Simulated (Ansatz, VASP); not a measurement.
**Two plane-wave programs on NiMoIrPdW**

Contents of INCAR:

```
ALGO = Normal ; EDIFF = 1E-6
ENCUT = 520 ; GGA = PE
ISIF = 2 ; ISMEAR = -1
ISPIN = 2 ; KPAR = 4
LASPH = True ; LCHARG = True
LMAXMIX = 4 ; LORBIT = 11
LREAL = False ; LVHAR = True
LWAVE = False ; MAGMOM = 1 1 0 0.6 0
NELM = 100 ; PREC = Accurate
SIGMA = 0.05
```

KPOINTS

```
k-points
0
Gamma
  11 11 3
```

Contents of POSCAR:

```
NiMoIrPdW
1.0
    2.7607800000      0.0000000000      0.0000000000
   -1.3803900000      2.3909000000      0.0000000000
    0.0000000000      0.0000000000     11.3405100000
Ni Mo Pd Ir W
1 1 1 1 1
Direct
    0.0000000000      0.0000000000      0.7091700000
    0.6666700000      0.3333300000      0.2942500000
    0.6666700000      0.3333300000      0.8990100000
    0.0000000000      0.0000000000      0.1060400000
    0.6666700000      0.3333300000      0.5292100000
```

The input input.yaml:

```yaml
crystal:
  lattice:
    - [2.76078, 0.0, 0.0]
    - [-1.38039, 2.3909, 0.0]
    - [0.0, 0.0, 11.34051]
  atoms:
    - { symbol: Ni, position: [0.0, 0.0, 0.70917], spin: 1.0 }
    - { symbol: Mo, position: [0.66667, 0.33333, 0.29425], spin: 1.0 }
    - { symbol: Pd, position: [0.66667, 0.33333, 0.89901] }
    - { symbol: Ir, position: [0.0, 0.0, 0.10604], spin: 0.6 }
    - { symbol: W, position: [0.66667, 0.33333, 0.52921] }
hamiltonian:
  xc: pbe
  pseudopotentials: { kind: paw }
magnetization:
  spin_polarized: true
kpoints:
  mp_grid: { grid: [11, 11, 3] }
scf:
  occupations: { method: fermi_dirac, width: 0.05 }
output:
  forces: true
  stress: true
  eigenvalues: true
```

The cell was built by a generator and needn't be a form met in nature.

Alike in both runs: functional PBE; k mesh 11 × 11 × 3; occupations fermi-dirac, width 0.05 eV; collinear spin, ferromagnetic start.

|  | VASP | Ansatz |
| --- | --- | --- |
| version | VASP 6.6.1 | Ansatz 0.2.0 |
| potentials or method | VASP PAW PBE potentials, release 64 (Ni, Mo_sv, Pd, Ir, W_sv) | Ansatz PAW |
| plane-wave cutoff (eV) | 520 | 420 |
| valence electrons in the cell | 57 | 81 |
| task | electrostatic potential | single point |

VASP gave:

```
gap on the k mesh at the Fermi level (eV) : none
pressure (GPa)                            : 0.2
rms of the force components (eV/Å)        : 0.103
net moment per atom (μB)                  : 0.00
```

**Question.** Which values does Ansatz return?

**Answer.** gap on the k mesh at the Fermi level (eV): none; pressure (GPa): -0.2; rms of the force components (eV/Å): 0.094; net moment per atom (μB): 0.00.

Atom by atom the forces differ by 0.013 eV/Å (rms over components). A gap of «none» marks a metal or a gap that the smearing closes. The functional is the same, so the differences come from potentials, cutoffs and numerics. The two sets of potentials don't hold the same shells in valence.

Caveats: the starting moments weren't kept (Ansatz). Spin-orbit coupling is left out, which matters for the levels of Ir, W.
